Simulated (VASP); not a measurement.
GaN (wurtzite), at 1.04 of the tabulated volume:

```
CELL_PARAMETERS angstrom
      1.61599    -2.79897     0.00000
      1.61599     2.79897     0.00000
      0.00000     0.00000     5.25830
ATOMIC_POSITIONS crystal
  Ga 0.66667 0.33333 0.50000
  Ga 0.33333 0.66667 0.00000
  N  0.66667 0.33333 0.87700
  N  0.33333 0.66667 0.37700
```

The lowest empty band near Γ, direction a*, from mBJ (TB09) with spin-orbit coupling in VASP (PAW); its two spin partners are averaged. The gap over the points computed is 2.84 eV, and the next band on that side lies 2.56 eV away at the edge.

Settings: 520 eV cut-off, 9×9×5 Γ-centred mesh, Gaussian smearing of 0.050 eV, potentials Ga_d N.

```csv
distance from the edge in k (1/Å),distance in energy (meV)
0.018,5.4
0.025,10.4
0.035,20.2
0.050,40.8
0.070,78.8
```

### Question
Fit E(1 + αE) = ħ²k²/2m* (ħ²/2m0 = 3.810 eV Å²) and predict the row at 0.095 1/Å.

### Answer
Least squares on the energies gives the electron mass m* = 0.229 m0 and α = 0.43 per eV, and so 141.4 meV. The run gave 141.6 meV, +0.2 meV from the fit.

Left out are points under 3 meV from the edge, since the levels carry 0.1 meV, and points farther than half the way to the next band.

The compound is GaN in the wurtzite structure. The cell was not relaxed at this level.
